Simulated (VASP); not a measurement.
# LiY2Ge2 (P6/mmm) in VASP: single point with PBE

Aim: the single point of LiY2Ge2 with PBE.

All numbers are computed with VASP 6.6.1; they aren't measurements. Logs are shortened: lines on timing, memory, paths and dates and some standing lists are left out, and cuts for length are marked.

### Step 1. The cell of the first run

The structure is hexagonal, space group P6/mmm (No. 191). The conventional cell has a = 5.187 Å, b = 5.187 Å, c = 6.547 Å, α = 90.00°, β = 90.00°, γ = 120.00°. Li (site symmetry 6/mmm) has 2 Ge at 2.08 Å as nearest neighbours. Y (site symmetry -6m2) is surrounded by 3 Li at 2.99 Å and 3 Y at 2.99 Å. Around Ge (site symmetry 6mm) lie 1 Li at 2.08 Å.

The cell was built by a generator and needn't be a form met in nature.

### Step 2. Single point, PBE (random cell by space group and Wyckoff sites (P6/mmm, No. 191))

INCAR reads:

```
PREC = Accurate ; ENCUT = 520
EDIFF = 1E-6 ; ISMEAR = 0
SIGMA = 0.1 ; LREAL = False
LASPH = True ; NELM = 100
ALGO = Fast ; ISIF = 2
LWAVE = False ; LCHARG = True
GGA = PE ; LELF = True
LVHAR = True ; NBANDS = 34
```

KPOINTS reads:

```
Automatic mesh
0
Gamma
  12 12 6
```

POSCAR reads:

```
LiY2Ge2
1.0
    5.1866602083      0.0000000000      0.0000000000
   -2.5933301041      4.4917795012      0.0000000000
    0.0000000000      0.0000000000      6.5472429056
Li Y Ge
1 2 2
Direct
    0.0000000000      0.0000000000      0.5000000000
    0.3333333333      0.6666666667      0.5000000000
    0.6666666667      0.3333333333      0.5000000000
    0.0000000000      0.0000000000      0.1828472047
    0.0000000000      0.0000000000      0.8171527953
```

Potentials or basis: VASP PAW PBE potentials, release 64 (Li_sv, Y_sv, Ge_d).

Started as:

```bash
$ cat potpaw_PBE.64/Li_sv/POTCAR potpaw_PBE.64/Y_sv/POTCAR potpaw_PBE.64/Ge_d/POTCAR > POTCAR
$ mpirun -np 1 vasp_std > vasp.out
```

OUTCAR:

```text
PREC = Accurate
   ENCUT = 520
   EDIFF = 1E-6
   ISMEAR = 0
   LREAL = False
   LASPH = True
   NELM = 100
   ISIF = 2
   GGA = PE

 ion  position               nearest neighbor table
   1  0.000  0.000  0.500-   4 2.08   5 2.08   2 2.99   3 2.99   2 2.99   3 2.99   3 2.99   2 2.99

   2  0.333  0.667  0.500-   1 2.99   3 2.99   3 2.99   1 2.99   1 2.99   3 2.99
   3  0.667  0.333  0.500-   1 2.99   2 2.99   2 2.99   1 2.99   1 2.99   2 2.99
   4  0.000  0.000  0.183-   1 2.08   5 2.39
   5  0.000  0.000  0.817-   1 2.08   4 2.39

  LATTYP: Found a hexagonal cell.
 ALAT       =     5.1866602083
 C/A-ratio  =     1.2623234688

  Lattice vectors:

 A1 = (   5.1866602083,   0.0000000000,   0.0000000000)
 A2 = (  -2.5933301041,   4.4917795012,   0.0000000000)
 A3 = (   0.0000000000,   0.0000000000,   6.5472429056)

Analysis of symmetry for initial positions (statically):
=====================================================================
 Subroutine PRICEL returns:
 Original cell was already a primitive cell.

 Routine SETGRP: Setting up the symmetry group for a
 hexagonal supercell.

 Subroutine GETGRP returns: Found 24 space group operations
 (whereof 24 operations were pure point group operations)
 out of a pool of 24 trial point group operations.

The static configuration has the point symmetry D_6h.

Analysis of symmetry for dynamics (positions and initial velocities):
=====================================================================
 Subroutine PRICEL returns:
 Original cell was already a primitive cell.

 Routine SETGRP: Setting up the symmetry group for a
 hexagonal supercell.

 Subroutine GETGRP returns: Found 24 space group operations
 (whereof 24 operations were pure point group operations)
 out of a pool of 24 trial point group operations.

The dynamic configuration has the point symmetry D_6h.

 Subroutine INISYM returns: Found 24 space group operations
 (whereof 24 operations are pure point group operations),
 and found     1 'primitive' translations

----------------------------------------------------------------------------------------

                                     Primitive cell

  volume of cell :     152.5333

  direct lattice vectors                    reciprocal lattice vectors
     5.186660208  0.000000000  0.000000000     0.192802297  0.111314458  0.000000000
    -2.593330104  4.491779501  0.000000000     0.000000000  0.222628916  0.000000000
     0.000000000  0.000000000  6.547242906     0.000000000  0.000000000  0.152736047

  length of vectors
     5.186660208  5.186660208  6.547242906     0.222628916  0.222628916  0.152736047

  position of ions in fractional coordinates (direct lattice)
     0.000000000  0.000000000  0.500000000
     0.333333333  0.666666667  0.500000000
     0.666666667  0.333333333  0.500000000
     0.000000000  0.000000000  0.182847205
     0.000000000  0.000000000  0.817152795

  ion indices of the primitive-cell ions
   primitive index   ion index
                 1           1
                 2           2
                 3           3
                 4           4
                 5           5

----------------------------------------------------------------------------------------

 KPOINTS: Automatic mesh

Automatic generation of k-mesh.
 Grid dimensions read from file:
 generate k-points for:   12   12    6

 Generating k-lattice:

  Cartesian coordinates                     Fractional coordinates (reciprocal lattice)
     0.016066858  0.009276205  0.000000000     0.083333333  0.000000000  0.000000000
     0.000000000  0.018552410  0.000000000     0.000000000  0.083333333  0.000000000
     0.000000000  0.000000000  0.025456008     0.000000000  0.000000000  0.166666667

  Length of vectors
     0.018552410  0.018552410  0.025456008

  Shift w.r.t. Gamma in fractional coordinates (k-lattice)
     0.000000000  0.000000000  0.000000000

 Subroutine IBZKPT returns following result:
 ===========================================

 Found     76 irreducible k-points:

 Following reciprocal coordinates:
            Coordinates               Weight
  0.000000  0.000000  0.000000      1.000000
  0.083333 -0.000000  0.000000      6.000000
  0.166667  0.000000  0.000000      6.000000
  0.250000 -0.000000  0.000000      6.000000
  0.333333  0.000000  0.000000      6.000000
  0.416667  0.000000  0.000000      6.000000
[... 16 lines left out ...]
  0.250000 -0.000000  0.166667     12.000000
  0.333333  0.000000  0.166667     12.000000
 [... further k-points ...]
   k-points           NKPTS =     76   k-points in BZ     NKDIM =     76   number of bands    NBANDS=     34
   number of dos      NEDOS =    301   number of ions     NIONS =      5
   total plane-waves  NPLWV =  80000
   dimension x,y,z NGX =    40 NGY =   40 NGZ =   50
   dimension x,y,z NGXF=    80 NGYF=   80 NGZF=  100
   ions per type =               1   2   2
   NGX,Y,Z   is equivalent  to a cutoff of  12.82, 12.82, 12.70 a.u.
   NGXF,Y,Z  is equivalent  to a cutoff of  25.64, 25.64, 25.39 a.u.
 SYSTEM =  unknown system
   PREC   = accura    normal or accurate (medium, high low for compatibility)
   ISTART =      0    job   : 0-new  1-cont  2-samecut
   ICHARG =      2    charge: 1-file 2-atom 10-const
   ISPIN  =      1    spin polarized calculation?
   LNONCOLLINEAR =      F non collinear calculations
   LSORBIT =      F    spin-orbit coupling
   LASPH  =      T    aspherical Exc in radial PAW
   ENCUT  =  520.0 eV  38.22 Ry    6.18 a.u.   9.64  9.64 12.17*2*pi/ulx,y,z
   NELM   =    100;   NELMIN=  2; NELMDL= -5     # of ELM steps
   EDIFF  = 0.1E-05   stopping-criterion for ELM
   LREAL  =      F    real-space projection
   EDIFFG = 0.1E-04   stopping-criterion for IOM
   NSW    =      0    number of steps for IOM
   IBRION =     -1    ionic relax: 0-MD 1-quasi-New 2-CG
   NFREE  =      0    steps in history (QN), initial steepest desc. (CG)
   ISIF   =      2    stress and relaxation
   ISYM   =      2    0-nonsym 1-usesym 2-fastsym
   POTIM  = 0.5000    time-step for ionic-motion
   TEBEG  =    0.0;   TEEND  =   0.0 temperature during run
   PSTRESS=    0.0 pullay stress
   NELECT =      53.0000    total number of electrons
   NUPDOWN=      -1.0000    fix difference up-down
   EMIN   =  10.00;   EMAX   =-10.00  energy-range for DOS
   EFERMI =   0.00;   METHOD = LEGACY
   ISMEAR =     0;   SIGMA  =   0.10  broadening in eV -4-tet -1-fermi 0-gaus
   EFERMI_NEDOS =   21; number of points for ismear=-14 and -15
   IALGO  =     68    algorithm
   IMIX   =      4    mixing-type and parameters
     AMIX     =   0.40;   BMIX     =  1.00
     AMIX_MAG =   1.60;   BMIX_MAG =  1.00
  volume/ion in A,a.u.               =      30.51       205.87
  Fermi-wavevector in a.u.,A,eV,Ry     =   1.150920  2.174924 18.022514  1.324617
  Thomas-Fermi vector in A             =   2.287581
   LORBIT       =      0    0 simple, 1 ext, 2 COOP (PROOUT), +10 PAW based schemes
   GGA     = PE    functional components
   LHFCALC =     F    Hartree Fock is set to
   AEXX    =    0.0000 exact exchange contribution
   IVDW    =     0    specifies the selected vdW correction
   LEPSILON=     F    determine dielectric tensor
   LRPA    =     F    only Hartree local field effects (RPA)
 non-spin polarized calculation
 RMM-DIIS sequential band-by-band and
 Gauss-broadening in eV      SIGMA  =   0.10
  energy-cutoff  :      520.00
  volume of cell :      152.53
 maximum number of plane-waves:      4153
 NGX is ok and might be reduce to    40
   NGX = 19   NGY = 19   NGZ = 25

 number of electron      52.9999966 magnetization

 Free energy of the ion-electron system (eV)
  ---------------------------------------------------
  ext. energy  EPLUGINS =         0.00000000
  ---------------------------------------------------
  free energy    TOTEN  =       -20.84149432 eV

  energy without entropy =      -20.82449352  energy(sigma->0) =      -20.83299392

 E-fermi :   2.0131     XC(G=0):  -8.3438

 val. band max:        2.0123227675   @ k =   0.2500   0.0833   0.5000
 cond. band min:       2.0158948109   @ k =   0.1667   0.0000   0.0000
 fundamental gap:      0.0035720435
 Fermi energy:         2.0131158384

 k-point     1 :       0.0000    0.0000    0.0000
  band No.  band energies     occupation
      1     -43.3687      2.00000
      2     -41.2106      2.00000
      3     -40.9600      2.00000
      4     -22.3683      2.00000
      5     -22.2432      2.00000
      6     -22.2432      2.00000
[... 26 lines left out ...]
     33       3.7917      0.00000
     34       3.7917      0.00000

 k-point     2 :       0.0833   -0.0000    0.0000
  band No.  band energies     occupation
      1     -43.3686      2.00000
      2     -41.2070      2.00000
      3     -40.9639      2.00000
      4     -22.3683      2.00000
      5     -22.2433      2.00000
      6     -22.2433      2.00000
[... 26 lines left out ...]
     33       4.0380      0.00000
     34       4.1292      0.00000

 k-point     3 :       0.1667    0.0000    0.0000
  band No.  band energies     occupation
      1     -43.3685      2.00000
      2     -41.1963      2.00000
      3     -40.9752      2.00000
      4     -22.3683      2.00000
      5     -22.2435      2.00000
      6     -22.2433      2.00000
[... 26 lines left out ...]
     33       4.3510      0.00000
     34       4.6351      0.00000
[... 704 lines left out ...]
 k-point    23 :       0.2500   -0.0000    0.1667
  band No.  band energies     occupation
      1     -43.3684      2.00000
      2     -41.1797      2.00000
      3     -40.9927      2.00000
      4     -22.3704      2.00000
      5     -22.2434      2.00000
      6     -22.2431      2.00000
[... 26 lines left out ...]
     33       4.6452      0.00000
     34       5.0824      0.00000

 k-point    24 :       0.3333    0.0000    0.1667
  band No.  band energies     occupation
      1     -43.3682      2.00000
      2     -41.1591      2.00000
      3     -41.0141      2.00000
      4     -22.3704      2.00000
      5     -22.2436      2.00000
      6     -22.2430      2.00000
[... 26 lines left out ...]
     33       4.7187      0.00000
     34       5.2704      0.00000

 [... further k-points ...]

------------------------ aborting loop because EDIFF is reached ----------------------------------------

  FORCE on cell =-STRESS in cart. coord.  units (eV):
  Direction    XX          YY          ZZ          XY          YZ          ZX
  --------------------------------------------------------------------------------------
  -------------------------------------------------------------------------------------
  Total       -0.0330415     -0.0330415      0.1502734     -0.0000000      0.0000000      0.0000000
  in kB       -0.3470609     -0.3470609      1.5784396     -0.0000000      0.0000000      0.0000000
  external PRESSURE =       0.2947726 kB  Pullay stress =       0.0000000 kB

 VOLUME and BASIS-vectors are now :
 -----------------------------------------------------------------------------
  energy-cutoff  :      520.00
  volume of cell :      152.53
      direct lattice vectors                 reciprocal lattice vectors
     5.186660208  0.000000000  0.000000000     0.192802297  0.111314458  0.000000000
    -2.593330104  4.491779501  0.000000000     0.000000000  0.222628916  0.000000000
     0.000000000  0.000000000  6.547242906     0.000000000  0.000000000  0.152736047

 POSITION                                       TOTAL-FORCE (eV/Angst)
 -----------------------------------------------------------------------------------
      0.00000      0.00000      3.27362         0.000000     -0.000000     -0.000000
     -0.00000      2.99452      3.27362         0.000000     -0.000000     -0.000000
      2.59333      1.49726      3.27362         0.000000      0.000000     -0.000000
      0.00000      0.00000      1.19715        -0.000000     -0.000000     -0.039012
      0.00000      0.00000      5.35010        -0.000000      0.000000      0.039012
 -----------------------------------------------------------------------------------
    total drift:                               -0.000000     -0.000000      0.000000

  FREE ENERGIE OF THE ION-ELECTRON SYSTEM (eV)
  ---------------------------------------------------
  free  energy   TOTEN  =       -20.8414943241 eV

  energy  without entropy=      -20.8244935232  energy(sigma->0) =      -20.83299392
```

Run time: 20 min. Hardware: 1 thread of Intel Xeon 6975P-C (Granite Rapids), shared host; peak memory 0.54 GiB.

Results:

| Property | Result |
| --- | --- |
| Free energy | -20.8415 eV |
| Largest force | 0.039 eV/Å |
| Band gap on the k mesh | none (metal or under the smearing width) |

Forces on the atoms (eV/Å):
```
Li   0.000  0.000  0.000
Y    0.000  0.000  0.000
Y    0.000  0.000  0.000
Ge   0.000  0.000 -0.039
Ge   0.000  0.000  0.039
```

Levels at points of the mesh, in eV from the Fermi level:
```
           k point  band 23  band 24  band 25  band 26  band 27  band 28  band 29  band 30  band 31  band 32
(0.00, 0.00, 0.00)    -1.60    -1.60     0.58     0.59     0.59     0.89     0.89     1.47     1.56     1.56
(0.50, 0.00, 0.00)    -2.53    -1.41    -0.73    -0.39    -0.27     0.10     0.39     1.39     1.80     3.66
(0.00, 0.00, 0.50)    -1.14    -1.14    -1.13    -0.50    -0.50     0.51     0.51     1.39     1.58     1.58
(0.50, 0.00, 0.50)    -2.01    -1.82    -1.45    -0.80    -0.60     1.04     1.04     1.60     1.71     1.97
```

Caveat: the cutoff is under 1.25 times the usual one of these potentials, so pressure, stress and relaxed cells hold a basis-set (Pulay) error.
